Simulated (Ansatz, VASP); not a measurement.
## SrLiBr3 in two plane-wave programs

Wanted: the spread between two codes on one cell, functional and k mesh. The cell is generated by rule, not measured, and may not be a known phase. The cell is taken from a series of runs on this material, whose earlier steps may have relaxed, scaled, displaced or heated it; both programs get it as it stands.

Main program and level: Ansatz 0.2.0; plane waves, with VASP 6.6.1 beside it; zone-centre phonons at LDA.

The structure was built from a prototype and need not be the compound's stable phase.

**1. The structure**

The structure is cubic, space group Pm-3m (No. 221). Conventional cell: a = 4.937 Å, b = 4.937 Å, c = 4.937 Å, α = 90.00°, β = 90.00°, γ = 90.00°. Nearest to Sr lie 12 Br at 3.49 Å. Nearest to Li lie 6 Br at 2.47 Å. Br has 2 Li at 2.47 Å and 4 Sr at 3.49 Å nearest. Farther neighbours and most contacts between anions are not listed.

As a file:

```cif
data_structure
_symmetry_space_group_name_H-M 'P 1'
_symmetry_Int_Tables_number 1
_cell_length_a 4.9372
_cell_length_b 4.9372
_cell_length_c 4.9372
_cell_angle_alpha 90.000
_cell_angle_beta 90.000
_cell_angle_gamma 90.000
_cell_volume 120.35
loop_
_atom_site_label
_atom_site_type_symbol
_atom_site_fract_x
_atom_site_fract_y
_atom_site_fract_z
_atom_site_occupancy
Sr1 Sr 0.00000 0.00000 0.00000 1
Li2 Li 0.50000 0.50000 0.50000 1
Br3 Br 0.00000 0.50000 0.50000 1
Br4 Br 0.50000 0.50000 0.00000 1
Br5 Br 0.50000 0.00000 0.50000 1
```

**2. VASP: zone-centre phonons, LDA**

Second derivatives magnify differences that forces hide, and they need a tight electronic threshold.

Lines of VASP's logs that name or quote its potential files are left out, and so is its time.

File INCAR:

```
SYSTEM = SrLiBr3
PREC = Accurate
ENCUT = 750
EDIFF = 1E-08
NELM = 120
ISMEAR = 0
SIGMA = 0.01
LREAL = .FALSE.
ALGO = Normal
GGA = CA
NBANDS = 23
LORBIT = 11
LWAVE = .FALSE.
LCHARG = .FALSE.
ISIF = 2
IBRION = 8
LASPH = .TRUE.
GGA_COMPAT = .FALSE.
EFERMI = MIDGAP
KPAR = 2
```

File POSCAR:

```
SrLiBr3
1.0
    4.9372379283      0.0000000000      0.0000000000
    0.0000000000      4.9372379283      0.0000000000
    0.0000000000      0.0000000000      4.9372379283
Sr Li Br
1 1 3
Direct
    0.0000000000      0.0000000000      0.0000000000
    0.5000000000      0.5000000000      0.5000000000
    0.0000000000      0.5000000000      0.5000000000
    0.5000000000      0.5000000000      0.0000000000
    0.5000000000      0.0000000000      0.5000000000
```

File KPOINTS:

```
Automatic mesh
0
Gamma
4 4 4
0 0 0
```

The projector-augmented-wave data sets are Sr_sv, Li_sv and Br (LDA family, release 64).

Launch:

```
mpirun -np 2 vasp_std
```

Log:

```text
[banner, memory and clock lines left out]
running    2 mpi-ranks, on    1 nodes
 distrk:  each k-point on    1 cores,    2 groups
 distr:  one band on    1 cores,    1 groups

 POSCAR found type information on POSCAR SrLiBr
 POSCAR found :  3 types and       5 ions
 LDA part: xc-table for (Slater(with rela. corr.)+CA(PZ))
 , standard interpolation
 POSCAR, INCAR and KPOINTS ok, starting setup
 FFT: planning ... GRIDC
 FFT: planning ... GRID_SOFT
 FFT: planning ... GRID
 WAVECAR not read
 entering main loop
       N       E                     dE             d eps       ncg     rms          rms(c)
DAV:   1     0.254868636017E+03    0.25487E+03   -0.18770E+04   460   0.179E+03
DAV:   2     0.197285436000E+01   -0.25290E+03   -0.24420E+03   625   0.311E+02
DAV:   3    -0.177559696900E+02   -0.19729E+02   -0.19648E+02   634   0.784E+01
DAV:   4    -0.197799976521E+02   -0.20240E+01   -0.20221E+01   820   0.162E+01
DAV:   5    -0.198084808991E+02   -0.28483E-01   -0.28483E-01   612   0.219E+00    0.886E+00
DAV:   6    -0.193264417627E+02    0.48204E+00   -0.52756E-01   579   0.382E+00    0.583E+00
DAV:   7    -0.191482911663E+02    0.17815E+00   -0.67413E-01   582   0.419E+00    0.139E+00
DAV:   8    -0.191438361739E+02    0.44550E-02   -0.11735E-01   609   0.147E+00    0.422E-01
DAV:   9    -0.191440177717E+02   -0.18160E-03   -0.34019E-03   690   0.258E-01    0.231E-01
DAV:  10    -0.191440071175E+02    0.10654E-04   -0.55894E-04   631   0.112E-01    0.346E-02
DAV:  11    -0.191440101958E+02   -0.30782E-05   -0.34561E-05   683   0.233E-02    0.170E-02
DAV:  12    -0.191440105398E+02   -0.34405E-06   -0.26006E-06   678   0.830E-03    0.600E-03
DAV:  13    -0.191440105419E+02   -0.20577E-08   -0.46579E-07   552   0.357E-03    0.111E-03
DAV:  14    -0.191440105493E+02   -0.74565E-08   -0.17235E-08   493   0.787E-04
   1 F= -.19144011E+02 E0= -.19144011E+02  d E =0.000000E+00
 Linear response reoptimize wavefunctions to high precision
DAV:   1    -0.191440105504E+02   -0.10095E-08   -0.35978E-09   431   0.349E-04
DAV:   2    -0.191440105505E+02   -0.10732E-09   -0.62084E-10   321   0.133E-04
DAV:   3    -0.191440105505E+02   -0.20009E-10   -0.25952E-10   314   0.763E-05
 Linear response DOF=           4
 Linear response progress:
  Degree of freedom:   1/  4
       N       E                     dE             d eps       ncg     rms          rms(c)
RMM:   1    -0.294816546814E+00   -0.29482E+00    0.37588E-01  1324   0.267E+00
RMM:   2    -0.298731826042E+00   -0.39153E-02   -0.25988E-02  1408   0.569E-01    0.216E-01
RMM:   3    -0.299385503075E+00   -0.65368E-03   -0.34186E-03  1572   0.214E-01    0.147E-01
RMM:   4    -0.299336849083E+00    0.48654E-04   -0.66027E-04  1595   0.107E-01    0.516E-02
RMM:   5    -0.299571727158E+00   -0.23488E-03   -0.81730E-05  1718   0.362E-02    0.162E-02
RMM:   6    -0.299662038597E+00   -0.90311E-04   -0.16597E-05  1795   0.168E-02    0.647E-03
RMM:   7    -0.299618105997E+00    0.43933E-04   -0.45626E-06  1758   0.747E-03    0.233E-03
RMM:   8    -0.299612821413E+00    0.52846E-05   -0.25073E-06  1801   0.398E-03    0.778E-04
RMM:   9    -0.299610737648E+00    0.20838E-05   -0.10180E-06  1932   0.225E-03    0.617E-04
RMM:  10    -0.299602540317E+00    0.81973E-05   -0.63562E-07  1896   0.150E-03    0.128E-04
RMM:  11    -0.299604057357E+00   -0.15170E-05    0.17530E-06  1839   0.900E-04    0.168E-04
RMM:  12    -0.299602458127E+00    0.15992E-05    0.68804E-07  1856   0.596E-04    0.424E-05
RMM:  13    -0.299602975092E+00   -0.51696E-06    0.44116E-07  1880   0.344E-04    0.630E-05
RMM:  14    -0.299602620444E+00    0.35465E-06    0.30203E-08  1897   0.229E-04    0.227E-05
RMM:  15    -0.299602498023E+00    0.12242E-06    0.70256E-08  1981   0.143E-04    0.193E-05
RMM:  16    -0.299602569101E+00   -0.71078E-07    0.47821E-08  1844   0.946E-05    0.297E-05
RMM:  17    -0.299602347870E+00    0.22123E-06    0.39053E-08  1844   0.639E-05    0.961E-06
RMM:  18    -0.299602331792E+00    0.16078E-07    0.85496E-08  1768   0.396E-05    0.497E-06
RMM:  19    -0.299602331907E+00   -0.11504E-09    0.37771E-08  1468   0.251E-05    0.690E-06
 first order change of Fermi-energy   0.10694E-04
 force on displaced ion       1 direction 1 :   0.733  -0.000   0.000
 Linear response progress:
  Degree of freedom:   2/  4
       N       E                     dE             d eps       ncg     rms          rms(c)
RMM:   1    -0.171638326474E+00   -0.17164E+00    0.40632E+00  1343   0.131E+01
RMM:   2    -0.175019188636E+00   -0.33809E-02   -0.23479E-02  1597   0.556E-01    0.834E-02
RMM:   3    -0.175089085663E+00   -0.69897E-04   -0.51952E-03  1541   0.252E-01    0.359E-02
RMM:   4    -0.174981226435E+00    0.10786E-03   -0.66671E-04  1599   0.910E-02    0.127E-02
RMM:   5    -0.174977991076E+00    0.32354E-05   -0.32491E-04  1678   0.532E-02    0.514E-03
RMM:   6    -0.174991936201E+00   -0.13945E-04   -0.24396E-04  1664   0.432E-02    0.144E-03
RMM:   7    -0.175001187801E+00   -0.92516E-05   -0.19933E-04  1764   0.369E-02    0.844E-04
RMM:   8    -0.175019892598E+00   -0.18705E-04   -0.18206E-04  1661   0.342E-02    0.262E-04
RMM:   9    -0.175023099843E+00   -0.32072E-05   -0.16632E-04  1773   0.319E-02    0.249E-04
RMM:  10    -0.175028174261E+00   -0.50744E-05   -0.14906E-04  1778   0.303E-02    0.223E-04
RMM:  11    -0.175029798589E+00   -0.16243E-05   -0.13965E-04  1892   0.290E-02    0.517E-04
RMM:  12    -0.175032117506E+00   -0.23189E-05   -0.12854E-04  1751   0.280E-02    0.580E-04
RMM:  13    -0.175032843041E+00   -0.72554E-06   -0.12316E-04  1782   0.271E-02    0.684E-04
RMM:  14    -0.175034609179E+00   -0.17661E-05   -0.11803E-04  1611   0.264E-02    0.749E-04
RMM:  15    -0.175038217757E+00   -0.36086E-05   -0.11468E-04  1644   0.258E-02    0.789E-04
RMM:  16    -0.175039926855E+00   -0.17091E-05   -0.11098E-04  1735   0.250E-02    0.850E-04
RMM:  17    -0.175041368295E+00   -0.14414E-05   -0.10527E-04  1769   0.242E-02    0.902E-04
RMM:  18    -0.175042778066E+00   -0.14098E-05   -0.10115E-04  1650   0.233E-02    0.933E-04
 first order change of Fermi-energy  -0.47539E-04
 force on displaced ion       2 direction 1 :  -3.093   0.000  -0.000
 Linear response progress:
  Degree of freedom:   3/  4
       N       E                     dE             d eps       ncg     rms          rms(c)
RMM:   1    -0.149769485612E+00   -0.14977E+00    0.66015E-02  1590   0.145E+00
RMM:   2    -0.148706533612E+00    0.10630E-02   -0.70502E-03  1536   0.253E-01    0.499E-02
RMM:   3    -0.149258966484E+00   -0.55243E-03   -0.15945E-03  1539   0.936E-02    0.404E-02
RMM:   4    -0.149694098357E+00   -0.43513E-03   -0.20301E-04  1529   0.462E-02    0.109E-02
RMM:   5    -0.149727389091E+00   -0.33291E-04   -0.47819E-05  1701   0.174E-02    0.849E-03
RMM:   6    -0.149737607253E+00   -0.10218E-04   -0.38254E-06  1568   0.876E-03    0.229E-03
RMM:   7    -0.149739415014E+00   -0.18078E-05   -0.97717E-05  1728   0.425E-03    0.599E-04
RMM:   8    -0.149736946349E+00    0.24687E-05   -0.18953E-05  1822   0.232E-03    0.504E-04
RMM:   9    -0.149738640306E+00   -0.16940E-05   -0.38427E-05  1769   0.149E-03    0.277E-04
RMM:  10    -0.149738777575E+00   -0.13727E-06   -0.53096E-06  1809   0.918E-04    0.155E-04
RMM:  11    -0.149739506520E+00   -0.72894E-06   -0.14650E-05  1812   0.629E-04    0.433E-05
RMM:  12    -0.149739683281E+00   -0.17676E-06   -0.18628E-06  1851   0.406E-04    0.101E-04
RMM:  13    -0.149740256312E+00   -0.57303E-06   -0.51641E-06  1660   0.309E-04    0.409E-05
RMM:  14    -0.149739966931E+00    0.28938E-06   -0.57449E-07  1682   0.201E-04    0.373E-05
RMM:  15    -0.149740104919E+00   -0.13799E-06   -0.27001E-06  1747   0.139E-04    0.126E-05
RMM:  16    -0.149740178848E+00   -0.73929E-07   -0.58704E-07  1722   0.933E-05    0.167E-05
RMM:  17    -0.149740269829E+00   -0.90980E-07   -0.87630E-07  1642   0.698E-05    0.342E-06
RMM:  18    -0.149740317576E+00   -0.47748E-07   -0.27154E-07  1666   0.472E-05    0.947E-06
RMM:  19    -0.149740324623E+00   -0.70473E-08   -0.47868E-07  1477   0.327E-05    0.171E-06
RMM:  20    -0.149740341945E+00   -0.17321E-07   -0.20022E-07  1446   0.237E-05    0.495E-06
RMM:  21    -0.149740349785E+00   -0.78401E-08   -0.22383E-07  1286   0.172E-05    0.186E-06
RMM:  22    -0.149740352737E+00   -0.29519E-08   -0.88410E-08  1043   0.127E-05    0.320E-06
 first order change of Fermi-energy  -0.20042E-03
 force on displaced ion       3 direction 1 :  -6.508   0.000  -0.000
 Linear response progress:
  Degree of freedom:   4/  4
       N       E                     dE             d eps       ncg     rms          rms(c)
RMM:   1    -0.148930438733E+00   -0.14893E+00    0.65081E-02  2498   0.142E+00
RMM:   2    -0.147904299350E+00    0.10261E-02   -0.41425E-03  2232   0.248E-01    0.810E-02
RMM:   3    -0.148316123253E+00   -0.41182E-03   -0.47476E-04  2362   0.683E-02    0.459E-02
RMM:   4    -0.148759304938E+00   -0.44318E-03   -0.18438E-04  2372   0.429E-02    0.959E-03
RMM:   5    -0.148730610003E+00    0.28695E-04   -0.45411E-05  2584   0.175E-02    0.773E-03
RMM:   6    -0.148756355299E+00   -0.25745E-04   -0.53313E-06  2784   0.728E-03    0.251E-03
RMM:   7    -0.148749331497E+00    0.70238E-05    0.74458E-05  2698   0.379E-03    0.125E-03
RMM:   8    -0.148751570588E+00   -0.22391E-05    0.37258E-06  2720   0.223E-03    0.354E-04
RMM:   9    -0.148750748287E+00    0.82230E-06    0.39478E-05  2892   0.128E-03    0.268E-04
RMM:  10    -0.148750776244E+00   -0.27957E-07    0.24824E-06  2893   0.831E-04    0.160E-04
RMM:  11    -0.148750938735E+00   -0.16249E-06    0.14612E-05  2919   0.521E-04    0.924E-05
RMM:  12    -0.148750902410E+00    0.36325E-07    0.47190E-07  2904   0.354E-04    0.437E-05
RMM:  13    -0.148750950354E+00   -0.47944E-07    0.62567E-06  2836   0.223E-04    0.451E-05
RMM:  14    -0.148750949052E+00    0.13023E-08    0.26460E-07  2803   0.154E-04    0.219E-05
RMM:  15    -0.148750956807E+00   -0.77559E-08    0.28644E-06  2692   0.996E-05    0.125E-05
RMM:  16    -0.148750965356E+00   -0.85482E-08    0.93755E-08  2550   0.698E-05    0.100E-05
 first order change of Fermi-energy   0.22713E-03
 force on displaced ion       3 direction 2 :   0.000  -0.761   0.000
 Linear response finished
```

(Part 1 of 3 ends here.)

[Lines on the potential files, build, host, timing and source positions are cut from VASP's logs without a mark.]

[Logs are printed without paths, hosts, clocks, repeated set-up lines and the standing remarks that a program may print on its own settings, such as how far it seeks lower states.]

[Hosts, paths, dates, database ids (printed as entryN), source tags and the programs' standing remarks are cut or masked in the printed files.]
